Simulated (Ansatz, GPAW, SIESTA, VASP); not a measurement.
One structure in several programs: BaTe (Fm-3m, 2 atoms in the cell)

Self-consistent single point.

```
CELL_PARAMETERS angstrom
      0.00000     3.50000     3.50000
      3.50000     0.00000     3.50000
      3.50000     3.50000     0.00000
ATOMIC_POSITIONS crystal
  Ba 0.00000 0.00000 0.00000
  Te 0.50000 0.50000 0.50000
```

Shared settings, as Ansatz (a first-principles code) writes them: kpoints.mp_grid.grid = 8 8 8; scf.occupations.method = fermi_dirac; scf.occupations.width = 0.0007 Ry. Potentials and cutoffs stand in the table.

```tsv
code	model	pressure (GPa)	gap on the mesh (eV)	cutoff
GPAW	PBEsol, GPAW PAW datasets PBEsol (made by gpaw-setup)	-0.58	1.457	600 eV
VASP	PBEsol, VASP's PBE PAW potentials (set 64)	–	1.431	300 eV
SIESTA	GGA PBEsol, numerical atomic orbitals TZP, PseudoDojo PBEsol standard norm-conserving potentials (rewritten from UPF to PSML)	-0.33	2.476	grid 350 Ry
Ansatz	PBEsol, default PAW files made with PBE	-0.78	1.516	default
```

A dash marks a value that a program does not give, or that is left out as unsure.

Gaps are read on the mesh.

On Ansatz's run: spin-orbit coupling is off.

The spread over the programs that give each value: pressure within 0.45 GPa; gap on the mesh within 1.045 eV.

SIESTA uses small atom-centred bases, whose incompleteness enters pressures, forces and empty levels differently from a plane-wave cutoff. Ansatz's pressure is given at a fixed set of plane waves, as the other plane-wave codes print theirs. In the gap, SIESTA (by 1.019) lies more than 0.12 eV from the median of the plane-wave programs.

VASP's run is marked for a possible Pulay error in its stress at this cutoff; no cutoff test was made.

The starting cell has typed, rounded lattice constants, without a prior relaxation at this level.

Left out of this page: CP2K, Elk and FLEUR (not drawn, or without a comparable value).

Keys are those of Ansatz 0.2.
